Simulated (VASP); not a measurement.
# Ti(0001), as cut: electronic structure, part 3 of 3

Aim: model Ti(0001) by a slab and find how far its highest filled level lies below the vacuum.

VASP 6.6.1; PBE; plane waves and PAW (Ti).

So far. Step 2 (Vacuum level and density of states): The vacuum level lies 4.39 eV above the Fermi level at the upper face; both faces agree, as the slab has next to no dipole.

## Step 7: Slab, bad settings

This step: PBE; plane waves and PAW (Ti) (VASP 6.6.1).

As a lesson, the run is repeated with a fault in its input.

Contents of INCAR:

```
SYSTEM = Ti
PREC = Normal
ENCUT = 300
EDIFF = 1E-06
NELM = 65
ISMEAR = -1
SIGMA = 0.1
LREAL = .FALSE.
ALGO = None
GGA = PE
NBANDS = 16
LASPH = .TRUE.
LORBIT = 11
LWAVE = .FALSE.
LCHARG = .FALSE.
KPAR = 2
IDIPOL = 3
LDIPOL = .TRUE.
DIPOL = 0.5 0.5 0.5
LVHAR = .TRUE.
LVACPOTAV = .TRUE.
```

Contents of POSCAR:

```
Ti
1.0
    2.9500000000      0.0000000000      0.0000000000
    1.4750000000      2.5547749412      0.0000000000
    0.0000000000      0.0000000000     27.3692000000
Ti
5
Direct
    0.0000000000      0.0000000000      0.3288367946
    0.6666666667      0.6666666667      0.4144183973
    0.0000000000      0.0000000000      0.5000000000
    0.6666666667      0.6666666667      0.5855816027
    0.0000000000      0.0000000000      0.6711632054
```

Contents of KPOINTS:

```
Automatic mesh
0
Gamma
18 18 1
0 0 0
```

Potentials, in the order of the species: Ti (PBE family, release 64).

Launch:

```bash
$ mpirun -np 2 vasp_std
```

The log of the run:

```text
[... set-up lines as in an earlier step ...]
 entering main loop
       N       E                     dE             d eps       ncg     rms          rms(c)
NONE   1     0.323093037755E+03    0.32309E+03    0.00000E+00     0   0.000E+00
NONE   2     0.323093037755E+03    0.00000E+00    0.00000E+00     0   0.000E+00
NONE   3     0.323093037755E+03    0.00000E+00    0.00000E+00     0   0.000E+00
NONE   4     0.323093037755E+03    0.00000E+00    0.00000E+00     0   0.000E+00
NONE   5     0.323093037755E+03    0.00000E+00    0.00000E+00     0   0.000E+00    0.299E+01
NONE   6     0.103392966409E+04    0.71084E+03    0.00000E+00     0   0.000E+00    0.211E+01
NONE   7     0.318581508819E+04    0.21519E+04    0.00000E+00     0   0.000E+00    0.150E+01
NONE   8     0.388129203140E+04    0.69548E+03    0.00000E+00     0   0.000E+00    0.297E+00
NONE   9     0.388186708541E+04    0.57505E+00    0.00000E+00     0   0.000E+00    0.150E+00
NONE  10     0.388230979749E+04    0.44271E+00    0.00000E+00     0   0.000E+00    0.549E-01
NONE  11     0.388257748945E+04    0.26769E+00    0.00000E+00     0   0.000E+00    0.120E-01
NONE  12     0.388252862102E+04   -0.48868E-01    0.00000E+00     0   0.000E+00    0.742E-02
NONE  13     0.388242975356E+04   -0.98867E-01    0.00000E+00     0   0.000E+00    0.345E-02
NONE  14     0.388233533496E+04   -0.94419E-01    0.00000E+00     0   0.000E+00    0.123E-02
NONE  15     0.388232376843E+04   -0.11567E-01    0.00000E+00     0   0.000E+00    0.781E-03
NONE  16     0.388231858703E+04   -0.51814E-02    0.00000E+00     0   0.000E+00    0.676E-03
NONE  17     0.388231752162E+04   -0.10654E-02    0.00000E+00     0   0.000E+00    0.661E-03
NONE  18     0.388231757450E+04    0.52874E-04    0.00000E+00     0   0.000E+00    0.660E-03
NONE  19     0.388231765081E+04    0.76312E-04    0.00000E+00     0   0.000E+00    0.660E-03
NONE  20     0.388231766130E+04    0.10496E-04    0.00000E+00     0   0.000E+00    0.660E-03
NONE  21     0.388231766171E+04    0.40471E-06    0.00000E+00     0   0.000E+00
 -----------------------------------------------------------------------------
|                                                                             |
|           W    W    AA    RRRRR   N    N  II  N    N   GGGG   !!!           |
|           W    W   A  A   R    R  NN   N  II  NN   N  G    G  !!!           |
|           W    W  A    A  R    R  N N  N  II  N N  N  G       !!!           |
|           W WW W  AAAAAA  RRRRR   N  N N  II  N  N N  G  GGG   !            |
|           WW  WW  A    A  R   R   N   NN  II  N   NN  G    G                |
|           W    W  A    A  R    R  N    N  II  N    N   GGGG   !!!           |
|                                                                             |
|     The minimum charge density times volume of the cell along the axis      |
|     of the dipole correction is larger 1E-1, which could mean that your     |
|     workfunction is not accurate as there is no field free region in        |
|     your cell. Please consider either increasing the size of your cell      |
|     along the dipole correction (vacuum dimension) or perhaps               |
|     increasing the precision of your calculation.                           |
|                                                                             |
 -----------------------------------------------------------------------------

 [... a notice as in an earlier step ...]

 -----------------------------------------------------------------------------
|                                                                             |
|           W    W    AA    RRRRR   N    N  II  N    N   GGGG   !!!           |
|           W    W   A  A   R    R  NN   N  II  NN   N  G    G  !!!           |
|           W    W  A    A  R    R  N N  N  II  N N  N  G       !!!           |
|           W WW W  AAAAAA  RRRRR   N  N N  II  N  N N  G  GGG   !            |
|           WW  WW  A    A  R   R   N   NN  II  N   NN  G    G                |
|           W    W  A    A  R    R  N    N  II  N    N   GGGG   !!!           |
|                                                                             |
|     Your highest band is occupied at some k-points! Unless you are          |
|     performing a calculation for an insulator or semiconductor, without     |
|     unoccupied bands, you have included TOO FEW BANDS!! Please increase     |
|     the parameter NBANDS in file INCAR to ensure that the highest band      |
|     is unoccupied at all k-points. It is always recommended to include      |
|     a few unoccupied bands to accelerate the convergence of                 |
|     molecular-dynamics runs (even for insulators or semiconductors),        |
|     since the presence of unoccupied bands improves wavefunction            |
|     prediction and helps to suppress 'band-crossings'.                      |
|                                                                             |
 -----------------------------------------------------------------------------

   1 F= 0.38823177E+04 E0= 0.38823307E+04  d E =-.260809E-01
 -----------------------------------------------------------------------------
|                                                                             |
|           W    W    AA    RRRRR   N    N  II  N    N   GGGG   !!!           |
|           W    W   A  A   R    R  NN   N  II  NN   N  G    G  !!!           |
|           W    W  A    A  R    R  N N  N  II  N N  N  G       !!!           |
|           W WW W  AAAAAA  RRRRR   N  N N  II  N  N N  G  GGG   !            |
|           WW  WW  A    A  R   R   N   NN  II  N   NN  G    G                |
|           W    W  A    A  R    R  N    N  II  N    N   GGGG   !!!           |
|                                                                             |
|     The minimum charge density times volume of the cell along the axis      |
|     of the dipole correction is larger 1E-1, which could mean that your     |
|     workfunction is not accurate as there is no field free region in        |
|     your cell. Please consider either increasing the size of your cell      |
|     along the dipole correction (vacuum dimension) or perhaps               |
|     increasing the precision of your calculation.                           |
|                                                                             |
 -----------------------------------------------------------------------------

 [... a notice as in an earlier step ...]
```

It took 11 s on 2 MPI ranks of Intel Xeon Platinum 8488C (Sapphire Rapids), shared host; peak memory 0.31 GiB; 22 s of CPU time.

OUTCAR, selected parts (step 7):

```text
   NELECT =      20.0000    total number of electrons

 E-fermi :  26.9607

 k-point     1 :       0.0000    0.0000    0.0000
  band No.  band energies     occupation
    ...
     12       0.6018      2.00000
     13       1.6839      2.00000
     14       0.6050      2.00000
     15       0.4789      2.00000
     16       0.1131      2.00000

  Total     3811.3233174   3811.3233175  -3891.7598116      0.0000000      0.0000000     -0.0000000
  in kB    29603.9462765  29603.9462773 -30228.7260326      0.0000000      0.0000000     -0.0000000
  external PRESSURE =    9659.7221737 kB  Pullay stress =       0.0000000 kB

 POSITION                                       TOTAL-FORCE (eV/Angst)
 -----------------------------------------------------------------------------------
      0.00000      0.00000      9.00000         0.000000      0.000000   -432.977978
      2.95000      1.70318     11.34230        -0.000000     -0.000000   -217.275080
      0.00000      0.00000     13.68460        -0.000000     -0.000000     -0.000000
      2.95000      1.70318     16.02690        -0.000000     -0.000000    217.275080
      0.00000      0.00000     18.36920         0.000000      0.000000    432.977978
 -----------------------------------------------------------------------------------
    total drift:                               -0.000000     -0.000000     -0.000000

  FREE ENERGIE OF THE ION-ELECTRON SYSTEM (eV)
  ---------------------------------------------------
  free  energy   TOTEN  =      3882.3176617085 eV

  energy  without entropy=     3882.3437425746  energy(sigma->0) =     3882.33070214

[... 9 parts as in an earlier step ...]

[... 9 further parts left out ...]
```

With this ALGO and no orbitals on file, nothing is iterated to self-consistency: the program ends without an error, and its numbers rest on random orbitals.

Against the run that it repeats, NBANDS also differs.

Side by side:

```csv
quantity,this run,the run it repeats,difference
energy at zero smearing (eV),3882.3,-36.808,3919
free energy (TOTEN) (eV),3882.3,-36.967,3919
Fermi energy (eV),26.961,-1.1313,28.1
electronic cycles,21,29,-8
```

The energy at zero smearing changes sign: 3882 eV against -36.8 eV.

The energy is off by more than 1 eV an atom and means nothing for this system.

## Step 8: What came out

- work function of the slab: 4.39 eV

**Reading.** The work function is 4.39 eV at both faces. No atom was relaxed. The cell in the plane was kept as given and was not relaxed here.

[Lines on the potential files, build, host, timing and source positions are cut from VASP's logs without a mark.]

[Logs are printed without paths, hosts, clocks, repeated set-up lines and the standing remarks that a program may print on its own settings, such as how far it seeks lower states.]

[Hosts, paths, dates, database ids (printed as entryN), source tags and the programs' standing remarks are cut or masked in the printed files.]

[In band tables of VASP the shares of atoms and orbitals are scaled to a sum of 1 inside the atoms' spheres.]

[Runs that stopped without an error message from VASP are left out.]
